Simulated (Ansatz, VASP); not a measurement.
## Cross-check of Te2Mo between VASP and Ansatz

Wanted: the spread between two codes on one cell, functional and k mesh. The cell is taken from a series of runs on this material, whose earlier steps may have relaxed, scaled, displaced or heated it; both programs get it as it stands.

Main program and level: Ansatz 0.2.0; plane waves, with VASP 6.6.1 beside it; single point at r2SCAN.

### 1. Set-up

It takes space group P6_3/mmc (No. 194, hexagonal). Conventional cell: a = 3.518 Å, b = 3.518 Å, c = 13.974 Å, α = 90.00°, β = 90.00°, γ = 120.00°. Nearest to Te lie 3 Mo at 2.72 Å. Nearest to Mo lie 6 Te at 2.72 Å. Farther neighbours and most contacts between anions are not listed.

### 2. VASP: single point, r2SCAN

With cell and atoms fixed, the geometry can't cause a difference; cores, projectors, grids and the points listed under the comparison can.

Lines of VASP's logs that name or quote its potential files are left out, and so is its time.

INCAR

```
SYSTEM = Te2Mo
PREC = Accurate
ENCUT = 440
EDIFF = 1E-06
NELM = 120
ISMEAR = -1
SIGMA = 0.02
LREAL = .FALSE.
ALGO = Normal
METAGGA = R2SCAN
LASPH = .TRUE.
NBANDS = 96
LORBIT = 11
LWAVE = .FALSE.
LCHARG = .FALSE.
ISIF = 2
GGA_COMPAT = .FALSE.
EFERMI = MIDGAP
LMIXTAU = .TRUE.
```

POSCAR

```
Te2Mo
1.0
    5.2773000000     -3.0468505756      0.0000000000
    0.0000000000      6.0937011512      0.0000000000
    0.0000000000      0.0000000000     13.9736000000
Te Mo
12 6
Direct
    0.3333333334      0.3333333333      0.3790000000
    0.0000000000      0.6666666667      0.3790000000
    0.6666666667      0.0000000000      0.3790000000
    0.0000000000      0.3333333333      0.8790000000
    0.6666666666      0.6666666667      0.8790000000
    0.3333333333      0.0000000000      0.8790000000
    0.3333333334      0.3333333333      0.1210000000
    0.0000000000      0.6666666667      0.1210000000
    0.6666666667      0.0000000000      0.1210000000
    0.0000000000      0.3333333333      0.6210000000
    0.6666666666      0.6666666667      0.6210000000
    0.3333333333      0.0000000000      0.6210000000
    0.3333333334      0.3333333333      0.7500000000
    0.0000000000      0.6666666667      0.7500000000
    0.6666666667      0.0000000000      0.7500000000
    0.0000000000      0.3333333333      0.2500000000
    0.6666666666      0.6666666667      0.2500000000
    0.3333333333      0.0000000000      0.2500000000
```

KPOINTS

```
Automatic mesh
0
Gamma
3 3 2
0 0 0
```

PAW data sets: Te and Mo_sv (PBE family, release 64).

Command:

```console
$ export OMP_NUM_THREADS=3
$ mpirun -np 1 vasp_std
```

Numbers of over 12 decimals in the logs are rounded to 6 here.

The program printed:

```text
[banner, memory and clock lines left out]
running    1 mpi-ranks, on    1 nodes
 distrk:  each k-point on    1 cores,    1 groups
 distr:  one band on    1 cores,    1 groups
 Offloading initialized ...    1 GPUs detected
 POSCAR found type information on POSCAR TeMo
 POSCAR found :  2 types and      18 ions
|                                                                             |
|               ----> ADVICE to this user running VASP <----                  |
|                                                                             |
|     You have a (more or less) 'large supercell' and for larger cells it     |
|     might be more efficient to use real-space projection operators.         |
|     Therefore, try LREAL= Auto in the INCAR file.                           |
|     Mind: For very accurate calculation, you might also keep the            |
|     reciprocal projection scheme (i.e. LREAL=.FALSE.).                      |
|                                                                             |

|                                                                             |
|               ----> ADVICE to this user running VASP <----                  |
|                                                                             |
|     You enforced a specific xc type in the INCAR file but a different       |
|     [... a line on the potential file left out ...]
|     I HOPE YOU KNOW WHAT YOU ARE DOING!                                     |
|                                                                             |

 LDA part: xc-table for (None), standard interpolation
 POSCAR, INCAR and KPOINTS ok, starting setup
 FFT: planning ... GRIDC
 FFT: planning ... GRID_SOFT
 FFT: planning ... GRID
 WAVECAR not read
 entering main loop
       N       E                     dE             d eps       ncg     rms          rms(c)
DAV:   1     0.820421420462E+03    0.82042E+03   -0.76146E+04  1416   0.132E+03
DAV:   2    -0.424771958803E+03   -0.12452E+04   -0.12052E+04  1432   0.332E+02
DAV:   3    -0.511153268155E+03   -0.86381E+02   -0.84301E+02  1392   0.747E+01
DAV:   4    -0.514118841766E+03   -0.29656E+01   -0.29294E+01  1392   0.127E+01
DAV:   5    -0.514221715658E+03   -0.10287E+00   -0.10260E+00  1544   0.237E+00    0.421E+01
DAV:   6    -0.466967103900E+03    0.47255E+02   -0.27881E+01  1264   0.225E+01    0.147E+01
DAV:   7    -0.466838562488E+03    0.12854E+00   -0.35505E+00  1424   0.621E+00    0.807E+00
DAV:   8    -0.466784305853E+03    0.54257E-01   -0.19116E+00  1376   0.445E+00    0.641E+00
DAV:   9    -0.466746972862E+03    0.37333E-01   -0.41609E-01  1400   0.189E+00    0.173E+00
DAV:  10    -0.466739433133E+03    0.75397E-02   -0.14198E-01  1432   0.108E+00    0.111E+00
DAV:  11    -0.466738203406E+03    0.12297E-02   -0.12898E-02  1432   0.316E-01    0.860E-01
DAV:  12    -0.466738354357E+03   -0.15095E-03   -0.31060E-03  1336   0.146E-01    0.205E-01
DAV:  13    -0.466738314784E+03    0.39574E-04   -0.83453E-04  1328   0.940E-02    0.296E-02
DAV:  14    -0.466738323355E+03   -0.85710E-05   -0.12751E-04  1312   0.309E-02    0.452E-02
DAV:  15    -0.466738328479E+03   -0.51246E-05   -0.14080E-05  1280   0.119E-02    0.646E-03
DAV:  16    -0.466738328935E+03   -0.45558E-06   -0.87663E-07   728   0.322E-03
   1 F= -.46673833E+03 E0= -.46673833E+03  d E =-.671180E-10
```

From OUTCAR (step 2):

```text
ion  position               nearest neighbor table
   1  0.333  0.333  0.379-  18 2.72  17 2.72  16 2.72   2 3.52   2 3.52   3 3.52   3 3.52   3 3.52
                             2 3.52   7 3.61
   2  0.000  0.667  0.379-  18 2.72  17 2.72  16 2.72   1 3.52   1 3.52   3 3.52   3 3.52   3 3.52
                             1 3.52   8 3.61
   3  0.667  0.000  0.379-  17 2.72  16 2.72  18 2.72   2 3.52   1 3.52   1 3.52   2 3.52   2 3.52
                             1 3.52   9 3.61
   4  0.000  0.333  0.879-  15 2.72  13 2.72  14 2.72   5 3.52   6 3.52   5 3.52   6 3.52   6 3.52
                             5 3.52  10 3.61
   5  0.667  0.667  0.879-  15 2.72  13 2.72  14 2.72   4 3.52   4 3.52   6 3.52   6 3.52   6 3.52
                             4 3.52  11 3.61
   6  0.333  0.000  0.879-  13 2.72  14 2.72  15 2.72   4 3.52   5 3.52   5 3.52   4 3.52   4 3.52
                             5 3.52  12 3.61
   7  0.333  0.333  0.121-  18 2.72  17 2.72  16 2.72   8 3.52   8 3.52   9 3.52   9 3.52   9 3.52
                             8 3.52   1 3.61
   8  0.000  0.667  0.121-  18 2.72  17 2.72  16 2.72   7 3.52   7 3.52   9 3.52   9 3.52   9 3.52
                             7 3.52   2 3.61
   9  0.667  0.000  0.121-  17 2.72  16 2.72  18 2.72   8 3.52   7 3.52   7 3.52   8 3.52   8 3.52
                             7 3.52   3 3.61
  10  0.000  0.333  0.621-  15 2.72  13 2.72  14 2.72  11 3.52  12 3.52  11 3.52  12 3.52  12 3.52
                            11 3.52   4 3.61
  11  0.667  0.667  0.621-  15 2.72  13 2.72  14 2.72  10 3.52  10 3.52  12 3.52  12 3.52  12 3.52
                            10 3.52   5 3.61
  12  0.333  0.000  0.621-  13 2.72  14 2.72  15 2.72  10 3.52  11 3.52  11 3.52  10 3.52  10 3.52
                            11 3.52   6 3.61
  13  0.333  0.333  0.750-   6 2.72  12 2.72  11 2.72   5 2.72   4 2.72  10 2.72
  14  0.000  0.667  0.750-   6 2.72  12 2.72  11 2.72   5 2.72   4 2.72  10 2.72
  15  0.667  0.000  0.750-   5 2.72  11 2.72  10 2.72   4 2.72   6 2.72  12 2.72
  16  0.000  0.333  0.250-   3 2.72   9 2.72   7 2.72   1 2.72   8 2.72   2 2.72
  17  0.667  0.667  0.250-   3 2.72   9 2.72   7 2.72   1 2.72   8 2.72   2 2.72
  18  0.333  0.000  0.250-   1 2.72   7 2.72   2 2.72   8 2.72   3 2.72   9 2.72

  LATTYP: Found a hexagonal cell.
 ALAT       =     6.0937011512
 C/A-ratio  =     2.2931219719

 Subroutine GETGRP returns: Found 24 space group operations
 (whereof 12 operations were pure point group operations)

The static configuration has the point symmetry D_3d.
 The point group associated with its full space group is D_6h.

 Found      6 irreducible k-points:

   k-points           NKPTS =      6   k-points in BZ     NKDIM =      6   number of bands    NBANDS=     96

   dimension x,y,z NGX =    42 NGY =   42 NGZ =   96
   dimension x,y,z NGXF=    84 NGYF=   84 NGZF=  192

   ENCUT  =  440.0 eV  32.34 Ry    5.69 a.u.  10.42 10.42 23.90*2*pi/ulx,y,z

   NELECT =     156.0000    total number of electrons

 k-points in reciprocal lattice and weights: Automatic mesh
   0.00000000  0.00000000  0.00000000       0.056
   0.33333333  0.00000000  0.00000000       0.333
   0.33333333  0.33333333  0.00000000       0.111
   0.00000000  0.00000000  0.50000000       0.056
   0.33333333  0.00000000  0.50000000       0.333
   0.33333333  0.33333333  0.50000000       0.111

 average (electrostatic) potential at core
       1 -91.1212       2 -91.1212       3 -91.1212       4 -91.1212       5 -91.1212
       6 -91.1212       7 -91.1212       8 -91.1212       9 -91.1212      10 -91.1212
      11 -91.1212      12 -91.1212      13 -78.6848      14 -78.6848      15 -78.6848
      16 -78.6848      17 -78.6848      18 -78.6848

 E-fermi :   8.4863

 k-point     1 :       0.0000    0.0000    0.0000
  band No.  band energies     occupation
    ...
     74       7.7702      2.00000
     75       7.7702      2.00000
     76       8.0001      2.00000
     77       8.0001      2.00000
     78       8.0716      2.00000
     79       9.1234      0.00000
     80       9.1234      0.00000
     81       9.1234      0.00000
     82       9.1234      0.00000
     83       9.3518      0.00000
    ...

 k-point     2 :       0.3333    0.0000    0.0000
  band No.  band energies     occupation
    ...
     74       7.4844      2.00000
     75       7.4919      2.00000
     76       7.5144      2.00000
     77       7.7191      2.00000
     78       7.7194      2.00000
     79       8.9619      0.00000
     80       9.4211      0.00000
     81       9.5574      0.00000
     82       9.7123      0.00000
     83       9.7350      0.00000
    ...

 k-point     3 :       0.3333    0.3333    0.0000
  band No.  band energies     occupation
    ...
     74       7.0592      2.00000
     75       7.0592      2.00000
     76       7.2126      2.00000
     77       7.2126      2.00000
     78       7.2126      2.00000
     79       9.3094      0.00000
     80       9.3094      0.00000
     81       9.3094      0.00000
     82       9.6465      0.00000
     83       9.6465      0.00000
    ...

  Total        6.7721963      6.7721963      5.6252527      0.0000000      0.0000000     -0.0000000
  in kB       24.1456489     24.1456489     20.0563258      0.0000000      0.0000000     -0.0000000
  external PRESSURE =      22.7825412 kB  Pullay stress =       0.0000000 kB

  energy-cutoff  :      440.00
  volume of cell :      449.37
      direct lattice vectors                 reciprocal lattice vectors
     5.277300000 -3.046850576  0.000000000     0.189490838  0.000000000  0.000000000
     0.000000000  6.093701151  0.000000000     0.094745419  0.164103880 -0.000000000
     0.000000000  0.000000000 13.973600000    -0.000000000  0.000000000  0.071563520

 POSITION                                       TOTAL-FORCE (eV/Angst)
 -----------------------------------------------------------------------------------
      1.75910      1.01562      5.29599         0.000000     -0.000000     -0.030394
      0.00000      4.06247      5.29599         0.000000      0.000000     -0.030394
      3.51820     -2.03123      5.29599        -0.000000     -0.000000     -0.030394
      0.00000      2.03123     12.28279        -0.000000      0.000000     -0.030394
      3.51820      2.03123     12.28279        -0.000000     -0.000000     -0.030394
      1.75910     -1.01562     12.28279        -0.000000      0.000000     -0.030394
      1.75910      1.01562      1.69081         0.000000     -0.000000      0.030394
      0.00000      4.06247      1.69081         0.000000      0.000000      0.030394
      3.51820     -2.03123      1.69081         0.000000     -0.000000      0.030394
      0.00000      2.03123      8.67761         0.000000      0.000000      0.030394
      3.51820      2.03123      8.67761         0.000000      0.000000      0.030394
      1.75910     -1.01562      8.67761        -0.000000     -0.000000      0.030394
      1.75910      1.01562     10.48020         0.000000      0.000000      0.000000
      0.00000      4.06247     10.48020        -0.000000      0.000000     -0.000000
      3.51820     -2.03123     10.48020        -0.000000      0.000000      0.000000
      0.00000      2.03123      3.49340        -0.000000      0.000000     -0.000000
      3.51820      2.03123      3.49340        -0.000000      0.000000      0.000000
      1.75910     -1.01562      3.49340         0.000000      0.000000     -0.000000
 -----------------------------------------------------------------------------------
    total drift:                                0.000000     -0.000001     -0.000000

  FREE ENERGIE OF THE ION-ELECTRON SYSTEM (eV)
  ---------------------------------------------------
  free  energy   TOTEN  =      -466.7383289349 eV

  energy  without entropy=     -466.7383289348  energy(sigma->0) =     -466.73832893

 total charge
# of ion       s       p       d       tot
------------------------------------------
    1        1.393   2.020   0.066   3.480
    2        1.393   2.020   0.066   3.480
    3        1.393   2.020   0.066   3.480
    4        1.393   2.020   0.066   3.480
    5        1.393   2.020   0.066   3.480
    6        1.393   2.020   0.066   3.480
    7        1.393   2.020   0.066   3.480
    8        1.393   2.020   0.066   3.480
    9        1.393   2.020   0.066   3.480
   10        1.393   2.020   0.066   3.480
   11        1.393   2.020   0.066   3.480
   12        1.393   2.020   0.066   3.480
   13        2.249   6.151   3.960  12.360
   14        2.249   6.151   3.960  12.360
   15        2.249   6.151   3.960  12.360
   16        2.249   6.151   3.960  12.360
   17        2.249   6.151   3.960  12.360
   18        2.249   6.151   3.960  12.360
--------------------------------------------------
tot         30.210  61.149  24.553 115.912

[... 3 further parts left out ...]
```

This run has no spin polarisation, so a moment on Mo, if there is one, isn't seen.

(Part 1 of 2 ends here.)

[Lines on the potential files, build, host, timing and source positions are cut from VASP's logs without a mark.]

[Logs are printed without paths, hosts, clocks, repeated set-up lines and the standing remarks that a program may print on its own settings, such as how far it seeks lower states.]

[Hosts, paths, dates, database ids (printed as entryN), source tags and the programs' standing remarks are cut or masked in the printed files.]
